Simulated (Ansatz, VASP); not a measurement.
## NiTe2 (Melonite) in two plane-wave programs

One calculation is typed for both programs; each brings its own data sets. How far apart do they land? The cell is taken from a series of runs on this material, whose earlier steps may have relaxed, scaled, displaced or heated it; both programs get it as it stands.

Calculated with Ansatz 0.2.0; plane waves, with VASP 6.6.1 beside it; zone-centre phonons at PBEsol.

### Step 1. The starting structure

The structure is trigonal, space group P-3m1 (No. 164). Conventional cell: a = 3.836 Å, b = 3.836 Å, c = 5.134 Å, α = 90.00°, β = 90.00°, γ = 120.00°. Ni has 6 Te at 2.56 Å nearest. Nearest to Te lie 3 Ni at 2.56 Å. Farther neighbours and most contacts between anions are not listed.

As a file:

```
Ni Te
1.0
     3.83588    0.00000    0.00000
    -1.91794    3.32197    0.00000
     0.00000    0.00000    5.13381
Ni Te
1 2
Direct
  0.00000 0.00000 0.00000
  0.33333 0.66667 0.25144
  0.66667 0.33333 0.74856
```

### Step 2. VASP: zone-centre phonons, PBEsol

Second derivatives magnify differences that forces hide, and they need a tight electronic threshold.

Lines of VASP's logs that name or quote its potential files are left out, and so is its time.

Input file INCAR:

```
SYSTEM = NiTe2
PREC = Accurate
ENCUT = 600
EDIFF = 1E-08
NELM = 120
ISMEAR = 1
SIGMA = 0.2
LREAL = .FALSE.
ALGO = Normal
GGA = PS
NBANDS = 17
LASPH = .TRUE.
LORBIT = 11
LWAVE = .FALSE.
LCHARG = .FALSE.
ISIF = 2
IBRION = 8
GGA_COMPAT = .FALSE.
```

Input file POSCAR:

```
NiTe2
1.0
    3.8358835248      0.0000000000      0.0000000000
   -1.9179417624      3.3219725785      0.0000000000
    0.0000000000      0.0000000000      5.1338064970
Ni Te
1 2
Direct
    0.0000000000      0.0000000000      0.0000000000
    0.3333333333      0.6666666667      0.2514370048
    0.6666666667      0.3333333333      0.7485629952
```

Input file KPOINTS:

```
Automatic mesh
0
Gamma
6 6 4
0 0 0
```

Potentials, in the order of the species: Ni and Te (PBE family, release 64).

Launch:

```sh
$ mpirun -np 1 vasp_std
```

Numbers of over 12 decimals in the logs are rounded to 6 here.

Log:

```text
[banner, memory and clock lines left out]
running    1 mpi-ranks, on    1 nodes
 distrk:  each k-point on    1 cores,    1 groups
 distr:  one band on    1 cores,    1 groups

 POSCAR found type information on POSCAR NiTe
 POSCAR found :  2 types and       3 ions
|                                                                             |
|               ----> ADVICE to this user running VASP <----                  |
|                                                                             |
|     You enforced a specific xc type in the INCAR file but a different       |
|     [... a line on the potential file left out ...]
|     I HOPE YOU KNOW WHAT YOU ARE DOING!                                     |
|                                                                             |

 LDA part: xc-table for (Slater+PW92), standard interpolation
 POSCAR, INCAR and KPOINTS ok, starting setup
 FFT: planning ... GRIDC
 FFT: planning ... GRID_SOFT
 FFT: planning ... GRID
 WAVECAR not read
 entering main loop
       N       E                     dE             d eps       ncg     rms          rms(c)
DAV:   1     0.118031615618E+03    0.11803E+03   -0.10010E+04   816   0.135E+03
DAV:   2    -0.664209975161E+01   -0.12467E+03   -0.11997E+03   883   0.254E+02
DAV:   3    -0.149357736030E+02   -0.82937E+01   -0.80482E+01  1054   0.700E+01
DAV:   4    -0.151396917427E+02   -0.20392E+00   -0.20365E+00   969   0.101E+01
DAV:   5    -0.151450125382E+02   -0.53208E-02   -0.53206E-02  1114   0.178E+00    0.155E+01
DAV:   6    -0.199892226754E+02   -0.48442E+01   -0.46130E+01   852   0.125E+02    0.232E+01
DAV:   7    -0.142266901771E+02    0.57625E+01   -0.99835E+00  1023   0.760E+01    0.603E+00
DAV:   8    -0.141071793898E+02    0.11951E+00   -0.28461E+00  1043   0.303E+01    0.457E+00
DAV:   9    -0.139973735767E+02    0.10981E+00   -0.76773E-01   938   0.144E+01    0.186E+00
DAV:  10    -0.139973717086E+02    0.18681E-05   -0.22520E-02   906   0.116E+00    0.151E+00
DAV:  11    -0.139963997795E+02    0.97193E-03   -0.20851E-03  1013   0.597E-01    0.538E-01
DAV:  12    -0.139962806306E+02    0.11915E-03   -0.32786E-04   891   0.111E-01    0.259E-01
DAV:  13    -0.139961651443E+02    0.11549E-03   -0.12975E-04  1031   0.197E-01    0.116E-01
DAV:  14    -0.139961295956E+02    0.35549E-04   -0.63568E-05  1179   0.122E-01    0.367E-02
DAV:  15    -0.139961270848E+02    0.25108E-05   -0.79331E-06  1219   0.252E-02    0.257E-02
DAV:  16    -0.139961258771E+02    0.12077E-05   -0.10962E-06  1047   0.181E-02    0.105E-02
DAV:  17    -0.139961250675E+02    0.80961E-06   -0.13965E-06  1131   0.171E-02    0.798E-04
DAV:  18    -0.139961250678E+02   -0.35288E-09   -0.15512E-07   898   0.288E-03    0.797E-04
DAV:  19    -0.139961250660E+02    0.18133E-08   -0.20051E-09   444   0.562E-04
   1 F= -.13996125E+02 E0= -.13997049E+02  d E =0.277037E-02
 Linear response reoptimize wavefunctions to high precision
DAV:   1    -0.139961250872E+02   -0.21202E-07   -0.45314E-09   719   0.108E-03
DAV:   2    -0.139961250874E+02   -0.16303E-09   -0.84702E-10   422   0.269E-04
DAV:   3    -0.139961250873E+02    0.72760E-11   -0.92282E-11   417   0.922E-05
 Linear response DOF=           4
 Linear response progress:
  Degree of freedom:   1/  4
       N       E                     dE             d eps       ncg     rms          rms(c)
RMM:   1    -0.192895642933E+00   -0.19290E+00   -0.12478E-01  2571   0.247E+00
RMM:   2    -0.186612918355E+00    0.62827E-02   -0.33027E-03  2264   0.659E-01    0.191E-01
RMM:   3    -0.186792770311E+00   -0.17985E-03   -0.29310E-04  2554   0.139E-01    0.112E-01
RMM:   4    -0.187328448164E+00   -0.53568E-03   -0.15904E-04  2556   0.913E-02    0.856E-03
RMM:   5    -0.187336212942E+00   -0.77648E-05   -0.25386E-06  2676   0.154E-02    0.581E-03
RMM:   6    -0.187325926648E+00    0.10286E-04   -0.41494E-07  2266   0.731E-03    0.384E-03
RMM:   7    -0.187323909814E+00    0.20168E-05   -0.17466E-07  2204   0.646E-03    0.784E-04
RMM:   8    -0.187323756205E+00    0.15361E-06   -0.16518E-08  2614   0.137E-03    0.571E-04
RMM:   9    -0.187321601942E+00    0.21543E-05   -0.38003E-09  2709   0.371E-04    0.202E-04
RMM:  10    -0.187321692074E+00   -0.90131E-07    0.33329E-09  2774   0.111E-04    0.151E-04
RMM:  11    -0.187321457868E+00    0.23421E-06   -0.50714E-09  2756   0.440E-05    0.417E-05
RMM:  12    -0.187321452071E+00    0.57966E-08   -0.26453E-09  2872   0.178E-05    0.132E-05
 first order change of Fermi-energy   0.12708E-04
 force on displaced ion       1 direction 1 :  -9.015   0.000   0.000
 Linear response progress:
  Degree of freedom:   2/  4
       N       E                     dE             d eps       ncg     rms          rms(c)
RMM:   1    -0.195990363169E+00   -0.19599E+00   -0.11808E-01  1325   0.245E+00
RMM:   2    -0.190418876924E+00    0.55715E-02   -0.40631E-03  1159   0.674E-01    0.187E-01
RMM:   3    -0.190397060116E+00    0.21817E-04   -0.59669E-04  1277   0.149E-01    0.108E-01
RMM:   4    -0.190657449324E+00   -0.26039E-03   -0.11437E-04  1288   0.808E-02    0.237E-02
RMM:   5    -0.190793272111E+00   -0.13582E-03   -0.10453E-05  1340   0.270E-02    0.950E-03
RMM:   6    -0.190793978446E+00   -0.70634E-06   -0.34713E-07  1104   0.161E-02    0.601E-03
RMM:   7    -0.190794966372E+00   -0.98793E-06   -0.32589E-08  1095   0.770E-03    0.105E-03
RMM:   8    -0.190793184675E+00    0.17817E-05   -0.11979E-07  1345   0.214E-03    0.654E-04
RMM:   9    -0.190789446954E+00    0.37377E-05   -0.49875E-08  1368   0.603E-04    0.312E-04
RMM:  10    -0.190788727769E+00    0.71919E-06    0.50362E-08  1225   0.339E-04    0.983E-05
RMM:  11    -0.190788468049E+00    0.25972E-06   -0.53937E-09  1388   0.102E-04    0.334E-05
RMM:  12    -0.190788421402E+00    0.46647E-07   -0.24084E-09  1385   0.458E-05    0.975E-06
RMM:  13    -0.190788484878E+00   -0.63476E-07   -0.13968E-09  1419   0.143E-05    0.638E-06
RMM:  14    -0.190788462404E+00    0.22474E-07   -0.17361E-10  1239   0.114E-05    0.318E-06
RMM:  15    -0.190788476042E+00   -0.13638E-07   -0.49685E-10  1269   0.669E-06    0.116E-06
RMM:  16    -0.190788476486E+00   -0.44399E-09   -0.20460E-10   678   0.467E-06    0.781E-07
 first order change of Fermi-energy  -0.62164E-03
 force on displaced ion       1 direction 3 :   0.000  -0.000  -7.568
 Linear response progress:
  Degree of freedom:   3/  4
       N       E                     dE             d eps       ncg     rms          rms(c)
RMM:   1    -0.421745127141E-01   -0.42175E-01    0.48747E-02  6303   0.122E+00
RMM:   2    -0.410668898580E-01    0.11076E-02   -0.28204E-03  3868   0.503E-01    0.673E-02
RMM:   3    -0.411265221764E-01   -0.59632E-04   -0.40494E-04  4239   0.125E-01    0.490E-02
RMM:   4    -0.410856292213E-01    0.40893E-04   -0.19362E-05  4354   0.352E-02    0.335E-02
RMM:   5    -0.410631698029E-01    0.22459E-04   -0.67148E-06  4383   0.161E-02    0.247E-03
RMM:   6    -0.410609126062E-01    0.22572E-05    0.46005E-07  4013   0.679E-03    0.328E-03
RMM:   7    -0.410602945977E-01    0.61801E-06    0.12060E-07  3743   0.427E-03    0.186E-03
RMM:   8    -0.410587551388E-01    0.15395E-05    0.18890E-07  4414   0.136E-03    0.577E-04
RMM:   9    -0.410582835720E-01    0.47157E-06   -0.13739E-07  4511   0.399E-04    0.222E-04
RMM:  10    -0.410579485253E-01    0.33505E-06    0.24212E-08  4460   0.162E-04    0.243E-05
RMM:  11    -0.410579171100E-01    0.31415E-07   -0.30317E-09  4613   0.484E-05    0.160E-05
RMM:  12    -0.410578893665E-01    0.27744E-07    0.68801E-10  4530   0.197E-05    0.392E-06
RMM:  13    -0.410578934760E-01   -0.41095E-08   -0.34939E-09  4890   0.806E-06    0.290E-06
 first order change of Fermi-energy   0.42050E-04
 force on displaced ion       2 direction 1 :  -4.570  -0.002  -0.000
 Linear response progress:
  Degree of freedom:   4/  4
       N       E                     dE             d eps       ncg     rms          rms(c)
RMM:   1    -0.559594813814E-01   -0.55959E-01    0.68940E-02  1892   0.126E+00
RMM:   2    -0.544154399154E-01    0.15440E-02   -0.29151E-03  1253   0.482E-01    0.102E-01
RMM:   3    -0.544001042351E-01    0.15336E-04   -0.33301E-04  1327   0.118E-01    0.744E-02
RMM:   4    -0.543147421812E-01    0.85362E-04   -0.29390E-05  1268   0.436E-02    0.415E-02
RMM:   5    -0.543176119486E-01   -0.28698E-05   -0.69094E-05  1278   0.835E-02    0.436E-02
RMM:   6    -0.542781824418E-01    0.39430E-04   -0.24024E-05  1199   0.524E-02    0.505E-03
RMM:   7    -0.542800076225E-01   -0.18252E-05   -0.94756E-07  1329   0.688E-03    0.399E-03
RMM:   8    -0.542796463006E-01    0.36132E-06   -0.15258E-07  1379   0.190E-03    0.101E-03
RMM:   9    -0.542796953949E-01   -0.49094E-07   -0.72227E-08  1336   0.673E-04    0.105E-03
RMM:  10    -0.542795627973E-01    0.13260E-06   -0.31457E-09  1417   0.202E-04    0.255E-04
RMM:  11    -0.542796191896E-01   -0.56392E-07   -0.26880E-09  1407   0.763E-05    0.147E-04
RMM:  12    -0.542796377783E-01   -0.18589E-07    0.36028E-09  1276   0.425E-05    0.102E-05
RMM:  13    -0.542796281658E-01    0.96125E-08    0.23096E-09  1456   0.168E-05    0.133E-05
 first order change of Fermi-energy  -0.63388E+00
 force on displaced ion       2 direction 3 :  -0.000  -0.000  -7.765
 Linear response finished
```

Parts of OUTCAR (step 2):

```text
ion  position               nearest neighbor table
   1  0.000  0.000  0.000-   2 2.56   3 2.56   3 2.56   2 2.56   3 2.56   2 2.56
   2  0.333  0.667  0.251-   1 2.56   1 2.56   1 2.56   3 3.38   3 3.38   3 3.38   3 3.40   3 3.40
                             3 3.40
   3  0.667  0.333  0.749-   1 2.56   1 2.56   1 2.56   2 3.38   2 3.38   2 3.38   2 3.40   2 3.40
                             2 3.40

  LATTYP: Found a hexagonal cell.
 ALAT       =     3.8358835248
 C/A-ratio  =     1.3383634993

 Subroutine GETGRP returns: Found 12 space group operations
 (whereof 12 operations were pure point group operations)

The static configuration has the point symmetry D_3d.

 Found     24 irreducible k-points:

   k-points           NKPTS =     24   k-points in BZ     NKDIM =     24   number of bands    NBANDS=     17

   dimension x,y,z NGX =    32 NGY =   32 NGZ =   42
   dimension x,y,z NGXF=    64 NGYF=   64 NGZF=   84

   ENCUT  =  600.0 eV  44.10 Ry    6.64 a.u.   7.66  7.66 10.25*2*pi/ulx,y,z

   NELECT =      22.0000    total number of electrons

 k-points in reciprocal lattice and weights: Automatic mesh
   0.00000000  0.00000000  0.00000000       0.007
   0.16666667  0.00000000  0.00000000       0.042
   0.33333333  0.00000000  0.00000000       0.042
   0.50000000  0.00000000  0.00000000       0.021
   0.16666667  0.16666667  0.00000000       0.042
   0.33333333  0.16666667  0.00000000       0.083
   0.33333333  0.33333333  0.00000000       0.014
   0.00000000  0.00000000  0.25000000       0.014
   0.16666667  0.00000000  0.25000000       0.042
[...]
0.33333333  0.16666667  0.50000000       0.083
   0.33333333  0.33333333  0.50000000       0.014

 average (electrostatic) potential at core
       1 -82.8839       2 -86.1793       3 -86.1793

  Total       -0.1027260     -0.1027260     -0.0003881      0.0000000     -0.0000000      0.0000000
  in kB       -2.5158799     -2.5158799     -0.0095043      0.0000000     -0.0000000      0.0000000
  external PRESSURE =      -1.6804214 kB  Pullay stress =       0.0000000 kB

  energy-cutoff  :      600.00
  volume of cell :       65.42
      direct lattice vectors                 reciprocal lattice vectors
     3.835883525  0.000000000  0.000000000     0.260696133  0.150512982  0.000000000
    -1.917941762  3.321972579  0.000000000     0.000000000  0.301025965  0.000000000
     0.000000000  0.000000000  5.133806497     0.000000000  0.000000000  0.194787240

 POSITION                                       TOTAL-FORCE (eV/Angst)
 -----------------------------------------------------------------------------------
      0.00000      0.00000      0.00000         0.000000      0.000000     -0.000000
     -0.00000      2.21465      1.29083         0.000000     -0.000000     -0.019717
      1.91794      1.10732      3.84298        -0.000000      0.000000      0.019717
 -----------------------------------------------------------------------------------
    total drift:                                0.000000      0.000000     -0.000000

 Eigenvectors and eigenvalues of the dynamical matrix
 ----------------------------------------------------

   1 f  =    6.797599 THz    42.710572 2PiTHz  226.743485 cm-1    28.112597 meV
             X         Y         Z           dx          dy          dz
      0.000000  0.000000  0.000000    -0.000004   -0.901373    0.000000
     -0.000000  2.214648  1.290829     0.000001    0.306208    0.000000
      1.917942  1.107324  3.842978     0.000001    0.306208    0.000000

   2 f  =    6.797599 THz    42.710572 2PiTHz  226.743485 cm-1    28.112597 meV
             X         Y         Z           dx          dy          dz
      0.000000  0.000000  0.000000    -0.901373    0.000004    0.000000
     -0.000000  2.214648  1.290829     0.306208   -0.000001   -0.000000
      1.917942  1.107324  3.842978     0.306208   -0.000001    0.000000

   3 f  =    6.226040 THz    39.119365 2PiTHz  207.678350 cm-1    25.748822 meV
             X         Y         Z           dx          dy          dz
      0.000000  0.000000  0.000000    -0.000000    0.000000   -0.901656
     -0.000000  2.214648  1.290829    -0.000000   -0.000000    0.305791
      1.917942  1.107324  3.842978     0.000000    0.000000    0.305791

   4 f  =    4.743002 THz    29.801160 2PiTHz  158.209513 cm-1    19.615471 meV
             X         Y         Z           dx          dy          dz
      0.000000  0.000000  0.000000    -0.000000    0.000000    0.000000
     -0.000000  2.214648  1.290829    -0.000000   -0.000000    0.707107
      1.917942  1.107324  3.842978     0.000000    0.000000   -0.707107

   5 f  =    2.973529 THz    18.683234 2PiTHz   99.186253 cm-1    12.297523 meV
             X         Y         Z           dx          dy          dz
      0.000000  0.000000  0.000000    -0.000000    0.000000   -0.000000
     -0.000000  2.214648  1.290829     0.000005    0.707107   -0.000000
      1.917942  1.107324  3.842978    -0.000005   -0.707107   -0.000000

   6 f  =    2.973529 THz    18.683234 2PiTHz   99.186253 cm-1    12.297523 meV
             X         Y         Z           dx          dy          dz
      0.000000  0.000000  0.000000    -0.000000   -0.000000   -0.000000
     -0.000000  2.214648  1.290829     0.707107   -0.000005   -0.000000
      1.917942  1.107324  3.842978    -0.707107    0.000005   -0.000000

   7 f/i=    0.000322 THz     0.002026 2PiTHz    0.010755 cm-1     0.001333 meV
             X         Y         Z           dx          dy          dz
      0.000000  0.000000  0.000000     0.000000    0.000000    0.432454
     -0.000000  2.214648  1.290829     0.000000    0.000000    0.637567
      1.917942  1.107324  3.842978     0.000000    0.000000    0.637567

   8 f/i=    0.004800 THz     0.030157 2PiTHz    0.160098 cm-1     0.019850 meV
             X         Y         Z           dx          dy          dz
      0.000000  0.000000  0.000000    -0.368309    0.227763   -0.000000
     -0.000000  2.214648  1.290829    -0.542087    0.335228   -0.000000
      1.917942  1.107324  3.842978    -0.542087    0.335228   -0.000000

   9 f/i=    0.004800 THz     0.030157 2PiTHz    0.160098 cm-1     0.019850 meV
             X         Y         Z           dx          dy          dz
      0.000000  0.000000  0.000000    -0.227763   -0.368309    0.000000
     -0.000000  2.214648  1.290829    -0.335228   -0.542087    0.000000
      1.917942  1.107324  3.842978    -0.335228   -0.542087    0.000000

 ELASTIC MODULI CONTR FROM IONIC RELAXATION (kBar)
 Direction    XX          YY          ZZ          XY          YZ          ZX
 --------------------------------------------------------------------------------
 XX        -189.0407    -51.6334   -200.5494      0.0000    123.8991     -0.0000
 YY         -51.6334   -189.0407   -200.5494     -0.0000   -123.8991      0.0000
 ZZ        -200.5494   -200.5494   -334.2285      0.0000      0.0000     -0.0000
 XY           0.0000     -0.0000      0.0000    -68.7036     -0.0000    103.3131
 YZ         123.8991   -123.8991      0.0000     -0.0000   -223.4379      0.0000
 ZX          -0.0000      0.0000     -0.0000    103.3131      0.0000   -155.3572
 --------------------------------------------------------------------------------
```

This run has no spin polarisation, so a moment on Ni, if there is one, isn't seen. Energies printed during the response cycles are not total energies of the cell. The k-mesh is coarse for a metal.

(Part 1 of 2 ends here.)

[Lines on the potential files, build, host, timing and source positions are cut from VASP's logs without a mark.]

[Logs are printed without paths, hosts, clocks, repeated set-up lines and the standing remarks that a program may print on its own settings, such as how far it seeks lower states.]

[Hosts, paths, dates, database ids (printed as entryN), source tags and the programs' standing remarks are cut or masked in the printed files.]
